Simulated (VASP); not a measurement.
Sn2Bi2O:

```
Sn Bi O
1.0
     4.46911    0.00000    0.00000
     0.00000    4.46911    0.00000
     0.00000    0.00000    7.15381
Sn Bi O
2 2 1
Direct
  0.00000 0.50000 0.00000
  0.50000 0.00000 0.00000
  0.00000 0.00000 0.76367
  0.00000 0.00000 0.23633
  0.50000 0.50000 0.50000
```

The cell was built by a generator and needn't be a form met in nature.

* Program: VASP 6.6.1
* Task: relaxation of cell and atoms
* Functional: PBE
* Potentials or basis: VASP PAW PBE potentials, release 64 (Sn_d, Bi_d, O)
* Cutoff: 520 eV
* k mesh: 3 × 3 × 2
* Occupations: gaussian, width 0.15 eV
* Spin: no spin polarisation

At the start: pressure 12.5 GPa; volume 28.58 Å³/atom.

Q: Where does the relaxation end?

A: Over 15 steps the energy falls by 733.4 meV/atom and the volume is 27.26 Å³/atom (-4.6 %); space group P4/mmm (No. 123, to 0.05 Å).

Step by step:
```
step  energy change (eV)  largest force (eV/Å)  pressure (GPa)  volume (Å³)
   1              0.0000                6.4097           12.45       142.88
   2             -1.7873                0.2375           -5.69       193.86
   3             -2.2010                1.4065           -3.19       174.75
   4             -2.2023                1.5047           -3.07       173.89
   5             -2.7115                1.2567           -2.73       163.22
   6             -3.4253                0.6802           -0.42       140.78
   7            131.9037               46.6267           88.56       100.99
   8             -3.4402                0.7205           -0.09       139.91
   9             -2.8361                3.5989           11.13       119.64
  10             -3.5021                0.4404            0.97       136.27
  11             -3.5188                0.0481            2.14       133.01
  12             -3.6526                0.4778           -0.09       136.50
  13             -3.6554                0.4018            0.10       136.09
  14             -3.6644                0.1773           -0.17       136.40
  15             -3.6670                0.0547           -0.11       136.30
```

Final structure:
```cif
data_structure
_symmetry_space_group_name_H-M 'P 1'
_symmetry_Int_Tables_number 1
_cell_length_a 4.0827
_cell_length_b 4.0827
_cell_length_c 8.1773
_cell_angle_alpha 90.000
_cell_angle_beta 90.000
_cell_angle_gamma 90.000
_cell_volume 136.30
loop_
_atom_site_label
_atom_site_type_symbol
_atom_site_fract_x
_atom_site_fract_y
_atom_site_fract_z
_atom_site_occupancy
Sn1 Sn 0.00000 0.50000 0.00000 1
Sn2 Sn 0.50000 0.00000 0.00000 1
Bi1 Bi 0.00000 0.00000 0.68011 1
Bi2 Bi 0.00000 0.00000 0.31989 1
O1 O 0.50000 0.50000 0.50000 1
```

Caveat: the k mesh is coarse (spacing up to 0.47 Å⁻¹), so the values aren't converged.
